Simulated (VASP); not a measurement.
Level of theory: LDA (Ceperley-Alder, Perdew-Zunger), VASP's LDA PAW potentials (set 64) (plane waves; VASP).

VASP ran on this input.

**INCAR**
```
! general
SYSTEM  = Te
PREC    = Accurate
ENCUT   = 150
LREAL   = .FALSE.   ! projection in real space or not
LASPH   = .TRUE.   ! aspherical one-centre terms

! electronic loop
EDIFF   = 1E-03   ! SCF stop (eV)
NELM    = 100
ALGO    = Normal   ! blocked Davidson
LMAXMIX = 4   ! l cut-off of mixed one-centre charges

! smearing
ISMEAR  = 0   ! Gaussian
SIGMA   = 0.1

! ions
IBRION  = 2
NSW     = 50
ISIF    = 3
EDIFFG  = -0.01

! output
LWAVE   = .FALSE.
LCHARG  = .FALSE.
```

KPOINTS:
```
Automatic mesh
0
Gamma
4 4 4
0 0 0
```

**POSCAR**
```
Te
1
    4.6013500000     0.0000000000     0.0000000000
   -2.3006750000     3.9848860000     0.0000000000
    0.0000000000     0.0000000000     5.9000600000
Te
3
Direct
  0.2591570000   0.0001410000   0.3285940000
 -0.0015860000   0.2588040000   0.6733630000
  0.7424290000   0.7410550000  -0.0019570000
```

POTCAR, in this order: Te (LDA.64 set). Program: vasp_std.

Output of the run:

### OSZICAR
```
...
DAV:   1    -0.114177106533E+02    0.32066E-03   -0.14956E-02   966   0.642E-01    0.188E-01
DAV:   2    -0.114170814930E+02    0.62916E-03   -0.76594E-04   483   0.171E-01
  29 F= -.11417081E+02 E0= -.11417046E+02  d E =0.453766E-03
       N       E                     dE             d eps       ncg     rms          rms(c)
DAV:   1    -0.114166320498E+02    0.10786E-02   -0.13628E-02  1021   0.612E-01    0.183E-01
DAV:   2    -0.114160309493E+02    0.60110E-03   -0.70687E-04   483   0.162E-01
  30 F= -.11416031E+02 E0= -.11415989E+02  d E =0.150431E-02
       N       E                     dE             d eps       ncg     rms          rms(c)
DAV:   1    -0.114164216599E+02    0.21039E-03   -0.77532E-03   971   0.456E-01    0.940E-02
DAV:   2    -0.114163784317E+02    0.43228E-04   -0.19906E-04   483   0.925E-02
  31 F= -.11416378E+02 E0= -.11416335E+02  d E =0.115683E-02
       N       E                     dE             d eps       ncg     rms          rms(c)
DAV:   1    -0.114168775712E+02   -0.45591E-03   -0.25537E-03   577   0.271E-01    0.608E-02
DAV:   2    -0.114167786514E+02    0.98920E-04   -0.22943E-04   483   0.101E-01
  32 F= -.11416779E+02 E0= -.11416738E+02  d E =0.756607E-03
       N       E                     dE             d eps       ncg     rms          rms(c)
DAV:   1    -0.114168053816E+02    0.72190E-04   -0.45331E-05   483   0.418E-02    0.203E-02
DAV:   2    -0.114167895472E+02    0.15834E-04   -0.16568E-05   483   0.243E-02
  33 F= -.11416790E+02 E0= -.11416750E+02  d E =0.745711E-03
       N       E                     dE             d eps       ncg     rms          rms(c)
DAV:   1    -0.114174899088E+02   -0.68453E-03   -0.71693E-03   956   0.454E-01    0.106E-01
DAV:   2    -0.114173343536E+02    0.15556E-03   -0.30234E-04   483   0.108E-01
  34 F= -.11417334E+02 E0= -.11417299E+02  d E =-.544806E-03
       N       E                     dE             d eps       ncg     rms          rms(c)
DAV:   1    -0.114197524009E+02   -0.22625E-02   -0.65647E-02   961   0.137E+00    0.305E-01
DAV:   2    -0.114181603703E+02    0.15920E-02   -0.30508E-03   982   0.333E-01    0.116E-01
DAV:   3    -0.114175157404E+02    0.64463E-03   -0.73106E-04   483   0.152E-01
  35 F= -.11417516E+02 E0= -.11417483E+02  d E =-.726193E-03
       N       E                     dE             d eps       ncg     rms          rms(c)
DAV:   1    -0.114172632862E+02    0.89708E-03   -0.44022E-03   996   0.363E-01    0.151E-01
DAV:   2    -0.114170811374E+02    0.18215E-03   -0.20884E-04   483   0.883E-02
  36 F= -.11417081E+02 E0= -.11417047E+02  d E =-.291590E-03
       N       E                     dE             d eps       ncg     rms          rms(c)
DAV:   1    -0.114172297745E+02    0.33512E-04   -0.28728E-03   692   0.290E-01    0.502E-02
DAV:   2    -0.114172232125E+02    0.65620E-05   -0.16289E-04   483   0.856E-02
  37 F= -.11417223E+02 E0= -.11417190E+02  d E =-.433665E-03
       N       E                     dE             d eps       ncg     rms          rms(c)
DAV:   1    -0.114173813313E+02   -0.15156E-03   -0.83791E-04   483   0.158E-01    0.347E-02
DAV:   2    -0.114173512016E+02    0.30130E-04   -0.82188E-05   483   0.628E-02
  38 F= -.11417351E+02 E0= -.11417319E+02  d E =-.561654E-03
       N       E                     dE             d eps       ncg     rms          rms(c)
DAV:   1    -0.114182038745E+02   -0.82254E-03   -0.12787E-02   986   0.606E-01    0.162E-01
DAV:   2    -0.114179016108E+02    0.30226E-03   -0.56966E-04   483   0.147E-01
  39 F= -.11417902E+02 E0= -.11417875E+02  d E =-.550409E-03
       N       E                     dE             d eps       ncg     rms          rms(c)
DAV:   1    -0.114200223991E+02   -0.18185E-02   -0.11218E-01   966   0.179E+00    0.492E-01
DAV:   2    -0.114173892510E+02    0.26331E-02   -0.53297E-03   991   0.435E-01    0.162E-01
DAV:   3    -0.114163117353E+02    0.10775E-02   -0.10735E-03   488   0.178E-01    0.777E-02
DAV:   4    -0.114160236799E+02    0.28806E-03   -0.75578E-04   498   0.149E-01
  40 F= -.11416024E+02 E0= -.11415998E+02  d E =0.132752E-02
       N       E                     dE             d eps       ncg     rms          rms(c)
DAV:   1    -0.114187155778E+02   -0.24038E-02   -0.45445E-02   971   0.114E+00    0.264E-01
DAV:   2    -0.114179987099E+02    0.71687E-03   -0.19509E-03   733   0.268E-01
  41 F= -.11417999E+02 E0= -.11417971E+02  d E =-.647508E-03
       N       E                     dE             d eps       ncg     rms          rms(c)
DAV:   1    -0.114183464581E+02    0.36912E-03   -0.48553E-03   961   0.379E-01    0.132E-01
DAV:   2    -0.114179551996E+02    0.39126E-03   -0.37841E-04   483   0.115E-01
  42 F= -.11417955E+02 E0= -.11417928E+02  d E =-.603998E-03
       N       E                     dE             d eps       ncg     rms          rms(c)
DAV:   1    -0.114178198279E+02    0.52663E-03   -0.10762E-04   483   0.653E-02    0.692E-02
DAV:   2    -0.114177894115E+02    0.30416E-04   -0.33482E-05   483   0.327E-02
  43 F= -.11417789E+02 E0= -.11417762E+02  d E =-.438210E-03
       N       E                     dE             d eps       ncg     rms          rms(c)
DAV:   1    -0.114177737463E+02    0.46082E-04   -0.14488E-05   483   0.222E-02    0.262E-02
DAV:   2    -0.114177737703E+02   -0.24024E-07   -0.18492E-06   483   0.952E-03
  44 F= -.11417774E+02 E0= -.11417747E+02  d E =-.422569E-03
       N       E                     dE             d eps       ncg     rms          rms(c)
DAV:   1    -0.114178354461E+02   -0.61700E-04   -0.63326E-04   483   0.142E-01    0.171E-02
DAV:   2    -0.114178349598E+02    0.48626E-06   -0.44700E-05   483   0.427E-02
  45 F= -.11417835E+02 E0= -.11417809E+02  d E =-.611896E-04
       N       E                     dE             d eps       ncg     rms          rms(c)
DAV:   1    -0.114180153162E+02   -0.17987E-03   -0.61516E-03   941   0.430E-01    0.675E-02
DAV:   2    -0.114179811764E+02    0.34140E-04   -0.20158E-04   468   0.883E-02
  46 F= -.11417981E+02 E0= -.11417957E+02  d E =-.207406E-03
       N       E                     dE             d eps       ncg     rms          rms(c)
DAV:   1    -0.114182044375E+02   -0.18912E-03   -0.23529E-02   941   0.846E-01    0.131E-01
DAV:   2    -0.114180638992E+02    0.14054E-03   -0.79813E-04   568   0.175E-01
  47 F= -.11418064E+02 E0= -.11418043E+02  d E =-.290129E-03
       N       E                     dE             d eps       ncg     rms          rms(c)
DAV:   1    -0.114179973624E+02    0.20708E-03   -0.94535E-02   936   0.170E+00    0.263E-01
DAV:   2    -0.114174505390E+02    0.54682E-03   -0.34838E-03  1116   0.352E-01
  48 F= -.11417451E+02 E0= -.11417430E+02  d E =0.323231E-03
       N       E                     dE             d eps       ncg     rms          rms(c)
DAV:   1    -0.114175433664E+02    0.45400E-03   -0.15463E-02   946   0.684E-01    0.120E-01
DAV:   2    -0.114175657225E+02   -0.22356E-04   -0.50507E-04   498   0.140E-01
  49 F= -.11417566E+02 E0= -.11417547E+02  d E =0.208048E-03
       N       E                     dE             d eps       ncg     rms          rms(c)
DAV:   1    -0.114181421112E+02   -0.59874E-03   -0.24058E-02   951   0.853E-01    0.143E-01
DAV:   2    -0.114180114012E+02    0.13071E-03   -0.82947E-04   578   0.178E-01
  50 F= -.11418011E+02 E0= -.11417992E+02  d E =-.237631E-03
```

File OUTCAR:
```
------------------------ aborting loop because EDIFF is reached ----------------------------------------
  FORCE on cell =-STRESS in cart. coord.  units (eV):
  Direction    XX          YY          ZZ          XY          YZ          ZX
  --------------------------------------------------------------------------------------
  Total        0.1917660      0.1587575      0.1001764     -0.0197309      0.0490181     -0.0515224
  in kB        3.2806609      2.7159635      1.7137810     -0.3375495      0.8385839     -0.8814263
  external PRESSURE =       2.5701351 kB  Pullay stress =       0.0000000 kB
  volume of cell :       93.65
      direct lattice vectors                 reciprocal lattice vectors
     4.275075892 -0.000526145  0.003349363     0.233930599  0.135111424  0.000006953
    -2.137994095  3.701702324 -0.004416425     0.000033229  0.270165203  0.000026557
     0.000160128 -0.000581802  5.918428339    -0.000132361  0.000125139  0.168963792
 POSITION                                       TOTAL-FORCE (eV/Angst)
 -----------------------------------------------------------------------------------
      1.22825      0.00022      1.97507         0.011711     -0.004888     -0.015621
     -0.61364      1.06349      3.94237        -0.010020      0.005412      0.022397
      1.52264      2.63689     -0.00008        -0.001691     -0.000525     -0.006776
 -----------------------------------------------------------------------------------
    total drift:                                0.000140      0.000696     -0.000489
  FREE ENERGIE OF THE ION-ELECTRON SYSTEM (eV)
  ---------------------------------------------------
  free  energy   TOTEN  =       -11.4180114012 eV

  energy  without entropy=      -11.4179720827  energy(sigma->0) =      -11.41799174
```
(Selected blocks of OUTCAR.)

### CONTCAR
```
Te
   1.00000000000000
     4.2750758916345122   -0.0005261445200445    0.0033493629587462
    -2.1379940951864427    3.7017023240220972   -0.0044164248862423
     0.0001601278036247   -0.0005818024627991    5.9184283391160424
  Te
     3
Direct
     0.2873680718004349    0.0001535774953279    0.3335527386760820
     0.0001663278664618    0.2874011477268456    0.6663316083789828
     0.7124656003331036    0.7124452747778265    0.0001156529449429
```

File stdout:
```
...
       N       E                     dE             d eps       ncg     rms          rms(c)
DAV:   1    -0.114180153162E+02   -0.17987E-03   -0.61516E-03   941   0.430E-01    0.675E-02
DAV:   2    -0.114179811764E+02    0.34140E-04   -0.20158E-04   468   0.883E-02
  46 F= -.11417981E+02 E0= -.11417957E+02  d E =-.207406E-03
 curvature:  -0.99 expect dE=-0.229E-03 dE for cont linesearch -0.123E-03
 ZBRENT: increasing intervall
 opt :   3.6985  next Energy=   -11.418296 (dE=-0.522E-03)
 bond charge predicted
       N       E                     dE             d eps       ncg     rms          rms(c)
DAV:   1    -0.114182044375E+02   -0.18912E-03   -0.23529E-02   941   0.846E-01    0.131E-01
DAV:   2    -0.114180638992E+02    0.14054E-03   -0.79813E-04   568   0.175E-01
  47 F= -.11418064E+02 E0= -.11418043E+02  d E =-.290129E-03
 curvature:  -2.55 expect dE=-0.126E-02 dE for cont linesearch -0.887E-04
 ZBRENT: increasing intervall
 opt :   8.1368  next Energy=   -11.418105 (dE=-0.331E-03)
 bond charge predicted
       N       E                     dE             d eps       ncg     rms          rms(c)
DAV:   1    -0.114179973624E+02    0.20708E-03   -0.94535E-02   936   0.170E+00    0.263E-01
DAV:   2    -0.114174505390E+02    0.54682E-03   -0.34838E-03  1116   0.352E-01
  48 F= -.11417451E+02 E0= -.11417430E+02  d E =0.323231E-03
 curvature:  -1.18 expect dE=-0.232E-02 dE for cont linesearch -0.125E-04
 ZBRENT: bracketing found
 ZBRENT: interpolating
 opt :   6.5592  next Energy=   -11.417485 (dE= 0.289E-03)
 bond charge predicted
       N       E                     dE             d eps       ncg     rms          rms(c)
DAV:   1    -0.114175433664E+02    0.45400E-03   -0.15463E-02   946   0.684E-01    0.120E-01
DAV:   2    -0.114175657225E+02   -0.22356E-04   -0.50507E-04   498   0.140E-01
  49 F= -.11417566E+02 E0= -.11417547E+02  d E =0.208048E-03
 curvature:  -3.23 expect dE=-0.336E-02 dE for cont linesearch -0.136E-02
 ZBRENT: interpolating
 opt :   4.3380  next Energy=   -11.418089 (dE=-0.315E-03)
 bond charge predicted
       N       E                     dE             d eps       ncg     rms          rms(c)
DAV:   1    -0.114181421112E+02   -0.59874E-03   -0.24058E-02   951   0.853E-01    0.143E-01
DAV:   2    -0.114180114012E+02    0.13071E-03   -0.82947E-04   578   0.178E-01
  50 F= -.11418011E+02 E0= -.11417992E+02  d E =-.237631E-03
 curvature:  -0.06 expect dE=-0.828E-04 dE for cont linesearch -0.184E-04
 ZBRENT: interpolating
 opt :   3.8597  next Energy=   -11.418070 (dE=-0.296E-03)
```

The run did not converge; its last values are not results.

The run did not end as a converged relaxation. At this cut-off the stress carries a Pulay error, which pulls relaxed volumes low.  Energy and stress use the plane-wave basis of the starting cell.

The structure comes from a computed database's Te entry; how it stands against other phases isn't given here. In the starting cell atoms are displaced from their ideal sites. This run relaxes it. The k-mesh is coarse (spacing up to 0.42 per Å, 2π included), so the numbers may not be converged in it. The run is one of a series of settings (EDIFF = 1E-03, EDIFFG = -0.01, ENCUT = 150, IBRION = 2, ISIF = 3, NSW = 50, KPOINTS 4×4×4 Γ-centred mesh against the base run), some of them coarse on purpose.
